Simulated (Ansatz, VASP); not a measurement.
Given: the input of a run of VASP 6.6.1 on GaF.

File INCAR:

```
SYSTEM = GaF
  PREC = Accurate
  ENCUT = 520
  EDIFF = 1E-6
  ISMEAR = -1
  SIGMA = 0.05
  LREAL = .FALSE.
  LASPH = .TRUE.
  NELM = 100
  ALGO = Normal
  ISIF = 2
  LWAVE = .FALSE.
  LCHARG = .FALSE.
  GGA = PE
  NBANDS = 17
```

File KPOINTS:

```
Automatic mesh
0
G
  8 8 8
  0 0 0
```

The input POSCAR:

```
GaF
1.0
    3.2280126268      0.0000000000      0.0000000000
    0.0000000000      3.2280126268      0.0000000000
    0.0000000000      0.0000000000      3.2280126268
Ga F
1 1
Direct
    0.0000000000      0.0000000000      0.0000000000
    0.5000000000      0.5000000000      0.5000000000
```

Potentials or basis: VASP PAW PBE potentials, release 64 (Ga_d, F).

Launch:

```bash
$ cat potpaw_PBE.64/Ga_d/POTCAR potpaw_PBE.64/F/POTCAR > POTCAR
$ mpirun -np 1 vasp_std > vasp.out
```

Problem. Set up the same calculation for Ansatz 0.2.0. Potentials there: all-electron LAPW, scalar-relativistic.

Solution. As run (the cutoff follows the program's own potentials):

The input input.yaml:

```yaml
crystal:
  lattice:
    - [3.2280126268, 0.0, 0.0]
    - [0.0, 3.2280126268, 0.0]
    - [0.0, 0.0, 3.2280126268]
  atoms:
    - { symbol: Ga, position: [0.0, 0.0, 0.0] }
    - { symbol: F, position: [0.5, 0.5, 0.5] }
kpoints:
  mp_grid: { grid: [8, 8, 8] }
scf:
  occupations: { method: fermi_dirac, width: 0.05 }
hamiltonian:
  xc: pbe
  pseudopotentials: { kind: all_electron, lapw: { basis_error: 0.0005 } }
output:
  forces: true
  stress: true
  eigenvalues: true
```

Potentials or basis: all-electron LAPW, scalar-relativistic.

Run with:

```bash
$ ansatz run input.yaml --threads 1 --pin off --max-ram 3072MiB --backend cpu --events-out ev --progress --plain --runs-dir out
```

Both were run:

|  | VASP | Ansatz | Ansatz less VASP |
| --- | --- | --- | --- |
| gap on the k mesh at the Fermi level (eV) | 0.75 | 0.75 | -0.001 |
| least direct gap on the mesh (eV) | 1.29 | 1.29 | +0.003 |
| pressure (GPa) | -2.4 | -2.2 | +0.17 |

Ansatz ran all-electron here, so the differences hold the error of VASP's frozen core and of both bases.

A k mesh can miss the band edges.
